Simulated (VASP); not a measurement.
OSZICAR of a VASP run on Pd (space group Im-3m):

**OSZICAR**
```
       N       E                     dE             d eps       ncg     rms          rms(c)
DAV:   1     0.122199419973E+02    0.12220E+02   -0.46184E+03  2176   0.856E+02
DAV:   2    -0.257081238409E+02   -0.37928E+02   -0.36784E+02  2335   0.178E+02
DAV:   3    -0.260085033074E+02   -0.30038E+00   -0.29997E+00  2538   0.185E+01
DAV:   4    -0.260105079336E+02   -0.20046E-02   -0.20045E-02  2679   0.136E+00
DAV:   5    -0.260105354605E+02   -0.27527E-04   -0.27526E-04  2793   0.120E-01    0.824E+00
DAV:   6    -0.226760881684E+02    0.33344E+01   -0.68186E+00  2222   0.239E+01    0.393E+00
DAV:   7    -0.229093311914E+02   -0.23324E+00   -0.82798E-01  2280   0.634E+00    0.242E+00
DAV:   8    -0.229019832079E+02    0.73480E-02   -0.25367E-02  2281   0.131E+00    0.243E-01
DAV:   9    -0.229086436402E+02   -0.66604E-02   -0.10592E-02  2276   0.930E-01    0.825E-02
DAV:  10    -0.229091116738E+02   -0.46803E-03   -0.45802E-04  2516   0.194E-01    0.215E-02
DAV:  11    -0.229091700586E+02   -0.58385E-04   -0.44326E-04  2995   0.153E-01    0.284E-02
DAV:  12    -0.229091507290E+02    0.19330E-04   -0.37011E-05  2266   0.669E-02    0.116E-02
DAV:  13    -0.229091679654E+02   -0.17236E-04   -0.10828E-05  2287   0.281E-02    0.349E-03
DAV:  14    -0.229091674791E+02    0.48631E-06   -0.27656E-06  1445   0.104E-02
   1 F= -.22909167E+02 E0= -.22909046E+02  d E =-.229092E+02
       N       E                     dE             d eps       ncg     rms          rms(c)
DAV:   1    -0.229096697372E+02   -0.50177E-03   -0.10453E-02  2204   0.115E+00    0.150E-01
DAV:   2    -0.229091230350E+02    0.54670E-03   -0.31272E-03  2209   0.471E-01    0.327E-02
DAV:   3    -0.229091626378E+02   -0.39603E-04   -0.64868E-05  2360   0.563E-02    0.276E-02
DAV:   4    -0.229091588716E+02    0.37662E-05   -0.12348E-04  2430   0.693E-02    0.156E-02
DAV:   5    -0.229091677799E+02   -0.89083E-05   -0.24504E-05  2196   0.413E-02    0.315E-03
DAV:   6    -0.229091638670E+02    0.39129E-05   -0.98311E-07  1662   0.102E-02    0.185E-03
DAV:   7    -0.229091667411E+02   -0.28741E-05   -0.54855E-07  1134   0.816E-03    0.206E-04
DAV:   8    -0.229091658104E+02    0.93073E-06   -0.33674E-08  1108   0.187E-03
   2 F= -.22909166E+02 E0= -.22909047E+02  d E =0.166867E-05
       N       E                     dE             d eps       ncg     rms          rms(c)
DAV:   1    -0.229092974409E+02   -0.13070E-03   -0.24438E-03  2194   0.555E-01    0.731E-02
DAV:   2    -0.229091725552E+02    0.12489E-03   -0.75051E-04  2204   0.230E-01    0.162E-02
DAV:   3    -0.229091746283E+02   -0.20730E-05   -0.16013E-05  2362   0.276E-02    0.136E-02
DAV:   4    -0.229091784040E+02   -0.37757E-05   -0.29144E-05  2310   0.337E-02    0.756E-03
DAV:   5    -0.229091750817E+02    0.33223E-05   -0.57769E-06  1506   0.201E-02    0.152E-03
DAV:   6    -0.229091769260E+02   -0.18443E-05   -0.24968E-07  1103   0.501E-03    0.874E-04
DAV:   7    -0.229091756638E+02    0.12622E-05   -0.16084E-07  1096   0.428E-03    0.174E-04
DAV:   8    -0.229091761516E+02   -0.48785E-06   -0.14209E-08  1095   0.116E-03
   3 F= -.22909176E+02 E0= -.22909057E+02  d E =-.867254E-05
```

Task: Which electronic solver shows in the log?

Result: It is blocked Davidson (ALGO = Normal, or the opening steps of other solvers). The INCAR had ALGO = Normal.

Task: Can the final energy be trusted as converged?

Result: The calculation finished and met its thresholds. It stopped with EDIFF = 1E-6, NELM = 100, NSW = 60 and EDIFFG = -0.01 after 3 ionic steps (r2SCAN meta-GGA, plane waves, VASP's PBE PAW potentials (set 64)).

The structure comes from a computed database's Pd entry (Im-3m); how it stands against other phases isn't given here. This run relaxes it. Symmetry was kept, so distortions that lower it aren't found. The start is the result of an earlier pass.
